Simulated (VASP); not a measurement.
**SrTaO3 (space group Pm-3m): computed properties**

Level of theory: PBEsol GGA, VASP's PBE PAW potentials (set 64) (plane waves; VASP).

| Item | Value |
|---|---|
| space group | Pm-3m (221) |
| cell | a = b = c = 4.022 Å, α = β = γ = 90.00° |
| volume per atom | 13.01 Å³/atom |
| band gap (over mesh and band path) | none (metal, semimetal or under 0.01 eV) |
| density | 8.08 g/cm³ |

```cif
data_O3SrTa
_chemical_formula_sum 'Sr1 Ta1 O3'
_space_group_name_H-M_alt 'Pm-3m'
_space_group_IT_number 221
_space_group_name_Hall '-P 4 2 3'
_cell_length_a 4.02163
_cell_length_b 4.02163
_cell_length_c 4.02163
_cell_angle_alpha 90.000
_cell_angle_beta 90.000
_cell_angle_gamma 90.000
loop_
_atom_site_label
_atom_site_type_symbol
_atom_site_symmetry_multiplicity
_atom_site_Wyckoff_symbol
_atom_site_fract_x
_atom_site_fract_y
_atom_site_fract_z
_atom_site_occupancy
Sr1 Sr 1 a 0.00000 0.00000 0.00000 1
Ta1 Ta 1 b 0.50000 0.50000 0.50000 1
O1 O 3 c 0.00000 0.50000 0.50000 1
```

Unless said otherwise, spin-orbit coupling is left out, though it shifts the bands of the heavy elements here.

The structure comes from a computed database's SrTaO3 entry (Pm-3m); how it stands against other phases isn't given here. It was relaxed first. Symmetry was kept, so distortions that lower it aren't found. The electron count is odd and the run is not spin-polarised, which forces a metal.
